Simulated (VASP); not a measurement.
# KTaO3: stress against strain

KTaO3 (cubic perovskite, Pm-3m, 12.425 Å³/atom and stress up to 0.28 GPa in the relaxed cell, cube axes along x, y and z) under a strain ε along a cube axis (axis z), the other axes held. LDA in VASP (plane waves, PAW), 600 eV, 8×8×8 Γ-centred mesh, Gaussian smearing 0.05 eV; ions are relaxed, or left where forces stay under 0.02 eV/Å, within the symmetry of each cell. Stress is positive for a compressed cell.

Here s stands for strain and y for stress zz.

```
strain (%)  stress zz (GPa)
----------  ---------------
-1.50                  7.65
-1.00                  4.87
-0.50                  2.22
0.00                  -0.28
0.50                  -2.66
1.00                  -4.91
1.50                  -7.04
3.00                      ?
```

Question: Using a straight line, estimate the missing y at s = 3.00 from the other rows, showing the fit.

Answer: Means: s 0, y -0.021. About the means, the sum of products is -34.255 and the sum of squares of s is 7.0000; the slope is their ratio. Least squares gives y = -0.021 - 4.8936·s. Residuals (row less fit): 0.331, -0.003, -0.206, -0.259, -0.192, 0.005, 0.321; standard error 0.268 (degrees of freedom: 5). The slope gives the elastic constant C11 = 489 ± 10 GPa (± standard error of the fit, which holds the terms cut off). At the withheld row, y = -0.021 - 4.8936 × 3.0 = -14.702 GPa. The calculation gives -12.78 GPa, 1.922 GPa above the prediction (9.4 % of the range of y in the table). The row lies outside the fitted rows, so this is an extrapolation. From the scatter of the fitted rows alone, a prediction at this place has a standard error of 0.418 GPa, so the miss is 4.6 times that.

A polynomial of degree 2 through the 12 other runs of the series gives -12.66 there, so most of the miss is curvature that the fit leaves out. The primitive cell can neither tilt nor turn polar against its symmetry, as such crystals can under strain. Rows are the converged runs of the series near zero and its far end; series whose fitted rows scatter by over a few per cent of the range, as at a crossing or softening among them, aren't shown in this form, nor equations of state whose B0' disagrees with the runs' pressures. Most that stay on the fit to the last digits aren't either.
